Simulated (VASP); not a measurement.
These are PBE GGA, VASP's PBE PAW potentials (set 64) (plane waves; VASP 6.6.1) values and carry that method's errors.

VASP input:

**INCAR**
```
! general
SYSTEM  =  KF
PREC    =  Accurate
ENCUT   =  775
LREAL   =  F
LASPH   =  T

! electronic loop
EDIFF   =  1E-6   ! SCF stop (eV)
NELM    =  100
ALGO    =  Normal

! smearing
ISMEAR  =  0   ! Gaussian
SIGMA   =  0.05   ! width (eV)

! functional
GGA     =  PE   ! PBE

! ions
ISIF    =  2

! output
LWAVE   =  F
LCHARG  =  F
```

File KPOINTS:
```
kpoints
0
G
 8 8 8
0 0 0
```

File POSCAR:
```
KF
1
    0.0000000000     2.6986480000     2.6947740000
    2.7028090000     0.0000000000     2.6947740000
    2.7028090000     2.6986480000     0.0000000000
K F
1 1
Direct
  0.0000000000   0.0000000000   0.0000000000
  0.4961330000   0.5038670000   0.5038670000
```

POTCAR, in this order: K_sv F (PBE.64 set). Program: vasp_std.

The run wrote:

### OSZICAR
```
       N       E                     dE             d eps       ncg     rms          rms(c)
DAV:   1     0.151105329799E+03    0.15111E+03   -0.10652E+04  2280   0.176E+03
DAV:   2    -0.208332057966E+01   -0.15319E+03   -0.13749E+03  2768   0.373E+02
DAV:   3    -0.936518240168E+01   -0.72819E+01   -0.72391E+01  2920   0.802E+01
DAV:   4    -0.957215363632E+01   -0.20697E+00   -0.20676E+00  3568   0.116E+01
DAV:   5    -0.957396960192E+01   -0.18160E-02   -0.18159E-02  2876   0.124E+00    0.626E+00
DAV:   6    -0.833287951160E+01    0.12411E+01   -0.43626E+00  2540   0.181E+01    0.368E+00
DAV:   7    -0.830465504842E+01    0.28224E-01   -0.12572E-01  3136   0.321E+00    0.221E+00
DAV:   8    -0.830034791098E+01    0.43071E-02   -0.58037E-02  2492   0.287E+00    0.210E-01
DAV:   9    -0.830207952522E+01   -0.17316E-02   -0.64033E-03  3216   0.675E-01    0.122E-01
DAV:  10    -0.830264481223E+01   -0.56529E-03   -0.89561E-04  2564   0.302E-01    0.603E-02
DAV:  11    -0.830278398826E+01   -0.13918E-03   -0.35798E-04  2524   0.159E-01    0.200E-02
DAV:  12    -0.830277598068E+01    0.80076E-05   -0.61697E-05  2896   0.674E-02    0.722E-03
DAV:  13    -0.830277573402E+01    0.24666E-06   -0.52927E-06  2576   0.236E-02
   1 F= -.83027757E+01 E0= -.83027757E+01  d E =-.140527E-10
```

OUTCAR:
```
------------------------ aborting loop because EDIFF is reached ----------------------------------------
  FORCE on cell =-STRESS in cart. coord.  units (eV):
  Direction    XX          YY          ZZ          XY          YZ          ZX
  --------------------------------------------------------------------------------------
  Total        0.1010720      0.1147605      0.1327910      0.0000000      0.0000000      0.0000000
  in kB        4.1193404      4.6772332      5.4120950      0.0000000      0.0000000      0.0000000
  external PRESSURE =       4.7362229 kB  Pullay stress =       0.0000000 kB
  volume of cell :       39.31
      direct lattice vectors                 reciprocal lattice vectors
     0.000000000  2.698648000  2.694774000    -0.184992724  0.185277961  0.185544317
     2.702809000  0.000000000  2.694774000     0.184992724 -0.185277961  0.185544317
     2.702809000  2.698648000  0.000000000     0.184992724  0.185277961 -0.185544317
  FREE ENERGIE OF THE ION-ELECTRON SYSTEM (eV)
  ---------------------------------------------------
  free  energy   TOTEN  =        -8.3027757340 eV

  energy  without entropy=       -8.3027757340  energy(sigma->0) =       -8.30277573
```
(Selected blocks of OUTCAR.)

The compound is KF in the rock salt structure. The cell was not relaxed at this level, atoms are displaced from their ideal sites. The run is one of a series of settings (ENCUT = 775 against the base run), some of them coarse on purpose.
